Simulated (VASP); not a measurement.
Level of theory: PBE GGA, VASP's PBE PAW potentials (set 64) (plane waves; VASP 6.6.1).

Input for VASP

**POSCAR**
```
KCl
4.4477020
  0.0000000000   0.7071067261   0.7071067261
  0.7071067261   0.0000000000   0.7071067261
  0.7071067261   0.7071067261   0.0000000000
K Cl
1 1
Cart
  0.0000000000   0.0000000000   0.0000000000
  0.7071067261   0.7071067261   0.7071067261
```

File KPOINTS:
```
kpoints
0
G
 4 4 4
0 0 0
```

**INCAR**
```
! general
SYSTEM =KCl
PREC   =Normal
ENCUT  =500   ! plane-wave cut-off (eV)
LREAL  =.FALSE.   ! projection in real space or not
LASPH  =.TRUE.
NBANDS =64

! electronic loop
EDIFF  =1E-8
NELM   =1
ALGO   =Exact

! smearing
ISMEAR =0
SIGMA  =0.01   ! width (eV)

! functional
GGA    =PE   ! PBE

! output
LWAVE  =.TRUE.
LCHARG =.FALSE.

! other
LOPTICS=.TRUE.
```

POTCAR, in this order: K_sv_GW Cl_GW (PBE.64 set). Program: vasp_std. Read from the step before: WAVECAR.

What VASP printed:

### OSZICAR
```
       N       E                     dE             d eps       ncg     rms          rms(c)
DIA:   1    -0.927396210101E+01   -0.92740E+01    0.00000E+00     0   0.000E+00
   1 F= -.92739621E+01 E0= -.92739621E+01  d E =-.364841E-36
 imaginary and real dielectric function
```

File OUTCAR:
```


 plasma frequency squared (from intraband transitions) (eV^2)
  --------------------------------------------------------------------------------------
       0.000       0.000       0.000
       0.000       0.000       0.000
       0.000       0.000       0.000

 plasma frequency squared (from interband transitions, int dw w eps(2)(w)) (eV^2)
  --------------------------------------------------------------------------------------
     279.600       0.000      -0.000       0.000       0.000      -0.000
      -0.000      -0.000     279.600       0.000      -0.000      -0.000
       0.000       0.000      -0.000       0.000     279.600       0.000
```
(Selected blocks of OUTCAR.)

**OUTCAR**
```
 val. band max:       -0.6328652885   @ k =   0.0000   0.0000   0.0000

 cond. band min:       4.5612761587   @ k =   0.0000   0.0000   0.0000



 k-point     1 :       0.0000    0.0000    0.0000
  band No.  band energies     occupation
      1     -27.8209      2.00000
      2     -12.7536      2.00000
      3     -11.2816      2.00000
      4     -11.2816      2.00000
      5     -11.2816      2.00000
      6      -0.6329      2.00000
      7      -0.6329      2.00000
      8      -0.6329      2.00000
      9       4.5613      0.00000
     10       7.7327      0.00000
     11       7.7327      0.00000
     12       7.7327      0.00000
     13       8.5914      0.00000
     14       8.5914      0.00000
     15      12.3426      0.00000
     16      15.3690      0.00000
     17      15.3690      0.00000
     18      15.3690      0.00000
     19      17.3095      0.00000
     20      17.3095      0.00000
     21      17.3095      0.00000
     22      17.6604      0.00000
     23      17.6604      0.00000
     24      21.0849      0.00000
     25      21.0849      0.00000
     26      21.0849      0.00000
     27      23.0389      0.00000
     28      24.6685      0.00000
     29      24.6685      0.00000
     30      24.6685      0.00000
     31      25.1703      0.00000
     32      25.1703      0.00000
     33      27.2863      0.00000
     34      27.2863      0.00000
     35      27.2863      0.00000
     36      29.9634      0.00000
     37      36.5674      0.00000
     38      36.5674      0.00000
     39      36.5674      0.00000
     40      36.7456      0.00000
     41      36.7456      0.00000
     42      36.7456      0.00000
     43      36.8250      0.00000
     44      36.8250      0.00000
     45      37.6450      0.00000
     46      37.6450      0.00000
     47      37.6450      0.00000
     48      38.9709      0.00000
     49      39.2195      0.00000
     50      39.2195      0.00000
     51      39.2195      0.00000
     52      39.5714      0.00000
...
```

The density is held fixed in this step, so its total energy and stress have no physical meaning.

The compound is KCl in the rock salt structure. The cell was not relaxed at this level. The k-mesh is coarse (spacing up to 0.43 per Å, 2π included), so the numbers may not be converged in it.
